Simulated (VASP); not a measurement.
Consider the following.

```xyz
8
Lattice="6.4851 0.0000 0.0000 0.0000 6.4851 0.0000 0.0000 0.0000 6.4851" Properties=species:S:1:pos:R:3 pbc="T T T"
K      0.0000     0.0000     0.0000
K      3.2426     3.2426     0.0000
K      3.2426     0.0000     3.2426
K      0.0000     3.2426     3.2426
Cl     3.2426     3.2426     3.2426
Cl     0.0000     0.0000     3.2426
Cl     0.0000     3.2426     0.0000
Br     3.2426     0.0000     0.0000
```

All values below come from PBE GGA, VASP's PBE PAW potentials (set 64) (plane waves; VASP 6.6.1). Settings: 400 eV cut-off, Gaussian smearing of 0.050 eV, potentials K_sv Cl Br.

Question: Give the energies of bands 21 to 34 at the high-symmetry points, in eV from the valence-band maximum.

Answer: 
```json
[
 {"band": "21", "Γ": "-0.68", "X": "-0.62", "M": "-0.80", "R": "-1.03"},
 {"band": "22", "Γ": "-0.68", "X": "-0.61", "M": "-0.80", "R": "-1.03"},
 {"band": "23", "Γ": "-0.68", "X": "-0.51", "M": "-0.79", "R": "-1.03"},
 {"band": "24", "Γ": "-0.29", "X": "-0.51", "M": "-0.78", "R": "-0.99"},
 {"band": "25", "Γ": "-0.29", "X": "-0.49", "M": "-0.38", "R": "-0.35"},
 {"band": "26", "Γ": "-0.29", "X": "-0.49", "M": "-0.38", "R": "-0.35"},
 {"band": "27", "Γ": "-0.23", "X": "-0.49", "M": "-0.37", "R": "-0.35"},
 {"band": "28", "Γ": "-0.23", "X": "-0.46", "M": "-0.34", "R": "-0.34"},
 {"band": "29", "Γ": "-0.23", "X": "-0.20", "M": "-0.33", "R": "-0.34"},
 {"band": "30", "Γ": "0.00", "X": "-0.20", "M": "-0.27", "R": "-0.26"},
 {"band": "31", "Γ": "0.00", "X": "-0.10", "M": "-0.27", "R": "-0.26"},
 {"band": "32", "Γ": "0.00", "X": "-0.10", "M": "-0.26", "R": "-0.26"},
 {"band": "33", "Γ": "4.79", "X": "6.16", "M": "7.08", "R": "7.12"},
 {"band": "34", "Γ": "6.36", "X": "6.25", "M": "7.15", "R": "7.12"}
]
```

The gap is direct, 4.79 eV, from the valence maximum at Γ to the conduction minimum at Γ.

The structure was generated: K4BrCl3 was put into an ordered model structure (Pm-3m), which need not be its known phase. It was relaxed first, which changed the volume by +6 %.
